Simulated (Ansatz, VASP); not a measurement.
# LuBi2ClO4: VASP beside Ansatz

Aim: how closely do two programs agree when they are given the same cell, functional and k mesh? The cell is taken from a series of runs on this material, whose earlier steps may have relaxed, scaled, displaced or heated it; both programs get it as it stands.

Program: Ansatz 0.2.0. Level of theory: plane waves, with VASP 6.6.1 beside it; zone-centre phonons at PBEsol. Results are calculated unless marked as measured.

## 1. The starting structure

Symmetry: P4/mmm, No. 123, tetragonal system. Conventional cell: a = 3.817 Å, b = 3.817 Å, c = 8.811 Å, α = 90.00°, β = 90.00°, γ = 90.00°. Nearest to Lu lie 8 O at 2.33 Å. Bi has 4 O at 2.22 Å nearest. Nearest to Cl lie 8 Bi at 3.32 Å. Nearest to O lie 2 Bi at 2.22 Å and 2 Lu at 2.33 Å. Farther neighbours and most contacts between anions are not listed.

## 2. VASP: zone-centre phonons, PBEsol

Second derivatives magnify differences that forces hide, and they need a tight electronic threshold.

Lines of VASP's logs that name or quote its potential files are left out, and so is its time.

INCAR

```
SYSTEM = LuBi2ClO4
PREC = Accurate
ENCUT = 600
EDIFF = 1E-08
NELM = 120
ISMEAR = 0
SIGMA = 0.01
LREAL = .FALSE.
ALGO = Normal
GGA = PS
NBANDS = 43
LORBIT = 11
LWAVE = .FALSE.
LCHARG = .FALSE.
ISIF = 2
IBRION = 8
LEPSILON = .TRUE.
LASPH = .TRUE.
GGA_COMPAT = .FALSE.
EFERMI = MIDGAP
KPAR = 2
```

POSCAR

```
LuBi2ClO4
1.0
    3.8173444760      0.0000000000      0.0000000000
    0.0000000000      3.8173444760      0.0000000000
    0.0000000000      0.0000000000      8.8108298809
Lu Bi Cl O
1 2 1 4
Direct
    0.0000000000      0.0000000000      0.0000000000
    0.5000000000      0.5000000000      0.7197779715
    0.5000000000      0.5000000000      0.2802220285
    0.0000000000      0.0000000000      0.5000000000
    0.5000000000      0.0000000000      0.8482811149
    0.0000000000      0.5000000000      0.8482811149
    0.5000000000      0.0000000000      0.1517188851
    0.0000000000      0.5000000000      0.1517188851
```

KPOINTS

```
Automatic mesh
0
Gamma
8 8 4
0 0 0
```

Potentials, in the order of the species: Lu_3, Bi_d, Cl and O (PBE family, release 64).

The run is started by

```console
mpirun -np 2 vasp_std
```

Numbers of over 12 decimals in the logs are rounded to 6 here.

Output:

```text
[banner, memory and clock lines left out]
running    2 mpi-ranks, on    1 nodes
 distrk:  each k-point on    1 cores,    2 groups
 distr:  one band on    1 cores,    1 groups

 POSCAR found type information on POSCAR LuBiClO
 POSCAR found :  4 types and       8 ions
|                                                                             |
|               ----> ADVICE to this user running VASP <----                  |
|                                                                             |
|     You enforced a specific xc type in the INCAR file but a different       |
|     [... a line on the potential file left out ...]
|     I HOPE YOU KNOW WHAT YOU ARE DOING!                                     |
|                                                                             |

 LDA part: xc-table for (Slater+PW92), standard interpolation
 POSCAR, INCAR and KPOINTS ok, starting setup
 FFT: planning ... GRIDC
 FFT: planning ... GRID_SOFT
 FFT: planning ... GRID
 WAVECAR not read
 entering main loop
       N       E                     dE             d eps       ncg     rms          rms(c)
DAV:   1     0.862634249906E+03    0.86263E+03   -0.37677E+04  5634   0.218E+03
DAV:   2     0.797967648167E+02   -0.78284E+03   -0.75951E+03  6092   0.713E+02
DAV:   3    -0.539003955366E+02   -0.13370E+03   -0.12913E+03  6628   0.286E+02
DAV:   4    -0.614986200399E+02   -0.75982E+01   -0.75329E+01  6326   0.551E+01
DAV:   5    -0.617811921518E+02   -0.28257E+00   -0.28149E+00  6198   0.996E+00    0.293E+01
DAV:   6    -0.531795938312E+02    0.86016E+01   -0.37307E+01  6644   0.627E+01    0.217E+01
DAV:   7    -0.533881870090E+02   -0.20859E+00   -0.59142E+00  6084   0.128E+01    0.127E+01
DAV:   8    -0.533731418970E+02    0.15045E-01   -0.18857E+00  6668   0.831E+00    0.245E+00
DAV:   9    -0.532655703276E+02    0.10757E+00   -0.49414E-01  6912   0.469E+00    0.508E-01
DAV:  10    -0.532702225091E+02   -0.46522E-02   -0.55259E-02  5824   0.142E+00    0.261E-01
DAV:  11    -0.532704581123E+02   -0.23560E-03   -0.10298E-02  7012   0.721E-01    0.172E-01
DAV:  12    -0.532701916604E+02    0.26645E-03   -0.19753E-03  7014   0.371E-01    0.375E-02
DAV:  13    -0.532702334579E+02   -0.41798E-04   -0.33871E-04  6326   0.105E-01    0.182E-02
DAV:  14    -0.532702298392E+02    0.36188E-05   -0.47065E-05  6844   0.675E-02    0.800E-03
DAV:  15    -0.532702304489E+02   -0.60968E-06   -0.72711E-06  5784   0.181E-02    0.389E-03
DAV:  16    -0.532702304849E+02   -0.36052E-07   -0.11716E-06  6400   0.673E-03    0.103E-03
DAV:  17    -0.532702304622E+02    0.22722E-07   -0.67169E-08  4964   0.232E-03    0.421E-04
DAV:  18    -0.532702304640E+02   -0.18417E-08   -0.10519E-08  3046   0.100E-03
   1 F= -.53270230E+02 E0= -.53270230E+02  d E =0.000000E+00
 Linear response reoptimize wavefunctions to high precision
DAV:   1    -0.532702304627E+02    0.13606E-08   -0.31195E-09  2854   0.107E-03
DAV:   2    -0.532702304629E+02   -0.25466E-09   -0.15084E-09  2552   0.706E-04
DAV:   3    -0.532702304630E+02   -0.48203E-10   -0.10581E-09  2454   0.781E-04
 Linear response G [H, r] |phi>, progress :
  Direction:   1
       N       E                     dE             d eps       ncg     rms
RMM:   1    -0.227338863992E+03   -0.22734E+03   -0.20726E+05  4247   0.140E+04
RMM:   2    -0.248364392788E+03   -0.21026E+02   -0.13031E+03  9756   0.155E+02
RMM:   3    -0.251677264760E+03   -0.33129E+01   -0.15570E+02 10214   0.502E+01
RMM:   4    -0.253445929424E+03   -0.17687E+01   -0.22427E+01 10337   0.167E+01
RMM:   5    -0.253781734600E+03   -0.33581E+00   -0.51006E+00 10385   0.702E+00
RMM:   6    -0.253907796871E+03   -0.12606E+00   -0.17905E+00 10450   0.365E+00
RMM:   7    -0.253944488486E+03   -0.36692E-01   -0.58197E-01 10515   0.198E+00
RMM:   8    -0.253960373589E+03   -0.15885E-01   -0.23024E-01 10458   0.117E+00
RMM:   9    -0.253966214325E+03   -0.58407E-02   -0.88147E-02 10394   0.695E-01
RMM:  10    -0.253968456843E+03   -0.22425E-02   -0.36928E-02 10361   0.435E-01
RMM:  11    -0.253969411611E+03   -0.95477E-03   -0.14421E-02 10297   0.273E-01
RMM:  12    -0.253969875327E+03   -0.46372E-03   -0.56175E-03 10267   0.178E-01
RMM:  13    -0.253970100622E+03   -0.22530E-03   -0.28624E-03 10271   0.120E-01
RMM:  14    -0.253970182666E+03   -0.82044E-04   -0.11553E-03 10244   0.823E-02
RMM:  15    -0.253970237925E+03   -0.55259E-04   -0.56151E-04 10258   0.593E-02
RMM:  16    -0.253970274620E+03   -0.36695E-04   -0.37155E-04 10282   0.435E-02
RMM:  17    -0.253970285064E+03   -0.10444E-04   -0.47148E-04 10266   0.339E-02
RMM:  18    -0.253970302328E+03   -0.17264E-04   -0.41774E-04 10309   0.270E-02
RMM:  19    -0.253970300616E+03    0.17120E-05   -0.45866E-04 10323   0.230E-02
RMM:  20    -0.253970310743E+03   -0.10127E-04   -0.33778E-04 10392   0.200E-02
RMM:  21    -0.253970290769E+03    0.19974E-04   -0.43053E-04 10377   0.183E-02
[...]
RMM:   7    -0.193192429449E+00   -0.15903E-04   -0.29375E-07 15683   0.200E-03    0.556E-04
RMM:   8    -0.193193154168E+00   -0.72472E-06   -0.54290E-08 15768   0.731E-04    0.924E-05
RMM:   9    -0.193193681892E+00   -0.52772E-06    0.52928E-08 15838   0.320E-04    0.514E-05
RMM:  10    -0.193193345636E+00    0.33626E-06    0.43134E-07 15808   0.197E-04    0.999E-06
RMM:  11    -0.193193387397E+00   -0.41762E-07    0.75010E-08 15813   0.154E-04    0.215E-06
[...]
force on displaced ion       4 direction 3 :  -0.000  -0.000  -2.371
 Born effective charge ion    4 direction 3 :   0.000   0.000  -1.795
 Linear response progress:
  Degree of freedom:   7/  9
       N       E                     dE             d eps       ncg     rms          rms(c)
RMM:   1    -0.440936465062E+00   -0.44094E+00   -0.40601E-01 16584   0.486E+00
RMM:   2    -0.365390648308E+00    0.75546E-01   -0.43738E-02 17063   0.115E+00    0.267E-01
RMM:   3    -0.367408920607E+00   -0.20183E-02   -0.63691E-03 18040   0.288E-01    0.206E-01
RMM:   4    -0.369681405013E+00   -0.22725E-02   -0.13873E-03 16466   0.187E-01    0.226E-02
RMM:   5    -0.369178619112E+00    0.50279E-03   -0.14389E-04 18541   0.678E-02    0.252E-02
RMM:   6    -0.369221668814E+00   -0.43050E-04   -0.14276E-05 18665   0.192E-02    0.710E-03
RMM:   7    -0.369221562301E+00    0.10651E-06   -0.19263E-06 19323   0.642E-03    0.243E-03
RMM:   8    -0.369230025781E+00   -0.84635E-05   -0.39436E-07 19082   0.246E-03    0.479E-04
RMM:   9    -0.369230476987E+00   -0.45121E-06   -0.13987E-07 19186   0.115E-03    0.221E-04
RMM:  10    -0.369232412526E+00   -0.19355E-05   -0.11661E-07 19434   0.527E-04    0.925E-05
RMM:  11    -0.369232238067E+00    0.17446E-06   -0.56812E-08 19438   0.323E-04    0.346E-05
RMM:  12    -0.369232447788E+00   -0.20972E-06   -0.14756E-07 18139   0.301E-04    0.622E-06
RMM:  13    -0.369232390334E+00    0.57454E-07   -0.14884E-07 19134   0.253E-04    0.483E-06
RMM:  14    -0.369232415276E+00   -0.24942E-07   -0.14544E-07 18335   0.247E-04    0.316E-06
RMM:  15    -0.369232403038E+00    0.12238E-07   -0.17079E-07 17990   0.239E-04    0.109E-06
RMM:  16    -0.369232402994E+00    0.43526E-10   -0.18095E-07 17804   0.236E-04    0.954E-07
RMM:  17    -0.369232402851E+00    0.14334E-09   -0.19473E-07 17580   0.231E-04    0.762E-07
RMM:  18    -0.369232403009E+00   -0.15821E-09   -0.17632E-07 17627   0.232E-04    0.155E-06
RMM:  19    -0.369232404145E+00   -0.11361E-08   -0.16747E-07 17726   0.229E-04    0.875E-07
RMM:  20    -0.369232405506E+00   -0.13612E-08   -0.16542E-07 17984   0.230E-04    0.248E-06
RMM:  21    -0.369232406938E+00   -0.14315E-08   -0.12190E-07 17971   0.228E-04    0.422E-07
RMM:  22    -0.369232406774E+00    0.16411E-09   -0.16500E-07 18216   0.228E-04    0.319E-06
RMM:  23    -0.369232407548E+00   -0.77379E-09   -0.91079E-08 18242   0.228E-04    0.882E-07
 first order change of Fermi-energy   0.44905E-04
 force on displaced ion       5 direction 1 :  -7.218   0.000   0.001
 Born effective charge ion    5 direction 1 :  -2.108   0.000  -0.000
 Linear response progress:
  Degree of freedom:   8/  9
       N       E                     dE             d eps       ncg     rms          rms(c)
RMM:   1    -0.435974741946E+00   -0.43597E+00   -0.32256E-01 17222   0.385E+00
RMM:   2    -0.362328532787E+00    0.73646E-01   -0.45282E-02 17797   0.135E+00    0.149E-01
RMM:   3    -0.363522381862E+00   -0.11938E-02   -0.46782E-03 18144   0.358E-01    0.791E-02
RMM:   4    -0.364998628301E+00   -0.14762E-02   -0.11097E-03 18090   0.149E-01    0.203E-02
RMM:   5    -0.365013875866E+00   -0.15248E-04   -0.83529E-05 18953   0.486E-02    0.691E-03
RMM:   6    -0.365013054518E+00    0.82135E-06   -0.88189E-06 19154   0.149E-02    0.179E-03
RMM:   7    -0.364992426401E+00    0.20628E-04   -0.12581E-06 18976   0.580E-03    0.499E-04
RMM:   8    -0.365001622669E+00   -0.91963E-05   -0.15661E-07 19472   0.202E-03    0.197E-04
RMM:   9    -0.365001233074E+00    0.38960E-06   -0.68713E-08 19510   0.747E-04    0.515E-05
RMM:  10    -0.365001817847E+00   -0.58477E-06   -0.37702E-08 19412   0.356E-04    0.183E-05
RMM:  11    -0.365002014652E+00   -0.19681E-06   -0.89394E-09 19330   0.228E-04    0.712E-06
RMM:  12    -0.365002030065E+00   -0.15412E-07   -0.41746E-08 18597   0.194E-04    0.249E-06
RMM:  13    -0.365001996514E+00    0.33551E-07   -0.22510E-08 18796   0.174E-04    0.179E-06
RMM:  14    -0.365002007354E+00   -0.10840E-07   -0.27926E-08 18273   0.168E-04    0.101E-06
RMM:  15    -0.365002008367E+00   -0.10137E-08   -0.17867E-08 17995   0.164E-04    0.841E-07
 first order change of Fermi-energy  -0.36987E-04
 force on displaced ion       5 direction 2 :   0.000  -9.954  -0.004
 Born effective charge ion    5 direction 2 :   0.000  -3.666  -0.001
 Linear response progress:
  Degree of freedom:   9/  9
       N       E                     dE             d eps       ncg     rms          rms(c)
RMM:   1    -0.449448926822E+00   -0.44945E+00   -0.35922E-01 12948   0.450E+00
RMM:   2    -0.375473396719E+00    0.73976E-01   -0.47534E-02 14892   0.127E+00    0.289E-01
RMM:   3    -0.376498930493E+00   -0.10255E-02   -0.43816E-03 15356   0.333E-01    0.179E-01
RMM:   4    -0.378029609988E+00   -0.15307E-02   -0.14745E-03 14040   0.212E-01    0.373E-02
RMM:   5    -0.377885074553E+00    0.14454E-03   -0.14300E-04 15980   0.618E-02    0.219E-02
RMM:   6    -0.377742841849E+00    0.14223E-03   -0.18882E-05 14203   0.284E-02    0.119E-02
RMM:   7    -0.377766102189E+00   -0.23260E-04    0.11462E-07 15729   0.119E-02    0.481E-03
RMM:   8    -0.377786300792E+00   -0.20199E-04    0.15831E-06 15086   0.526E-03    0.139E-03
RMM:   9    -0.377781804927E+00    0.44959E-05    0.11588E-06 15669   0.253E-03    0.425E-04
RMM:  10    -0.377781522886E+00    0.28204E-06    0.74171E-08 16207   0.755E-04    0.267E-04
RMM:  11    -0.377781564192E+00   -0.41306E-07   -0.22114E-09 14898   0.529E-04    0.714E-05
RMM:  12    -0.377781615191E+00   -0.50999E-07    0.19086E-07 15856   0.310E-04    0.382E-05
RMM:  13    -0.377781646415E+00   -0.31224E-07    0.11967E-07 15651   0.237E-04    0.109E-05
RMM:  14    -0.377781625634E+00    0.20781E-07    0.17231E-07 15742   0.197E-04    0.523E-06
RMM:  15    -0.377781626954E+00   -0.13193E-08    0.15806E-07 15556   0.191E-04    0.145E-06
RMM:  16    -0.377781627319E+00   -0.36570E-09    0.13152E-07 15215   0.183E-04    0.114E-06
RMM:  17    -0.377781626171E+00    0.11486E-08    0.19232E-07 15438   0.183E-04    0.550E-07
RMM:  18    -0.377781626162E+00    0.87782E-11    0.11615E-07 14848   0.179E-04    0.387E-07
RMM:  19    -0.377781628356E+00   -0.21941E-08    0.12041E-07 14928   0.181E-04    0.309E-07
RMM:  20    -0.377781627039E+00    0.13174E-08    0.78366E-08 14997   0.176E-04    0.251E-07
 first order change of Fermi-energy  -0.17900E+00
 force on displaced ion       5 direction 3 :   0.000   0.000 -10.623
 Born effective charge ion    5 direction 3 :   0.000   0.000  -2.155
 Born effective charges drift removed
 Linear response finished
```

[end of part 1 of 3]

[Lines on the potential files, build, host, timing and source positions are cut from VASP's logs without a mark.]

[Logs are printed without paths, hosts, clocks, repeated set-up lines and the standing remarks that a program may print on its own settings, such as how far it seeks lower states.]

[Hosts, paths, dates, database ids (printed as entryN), source tags and the programs' standing remarks are cut or masked in the printed files.]
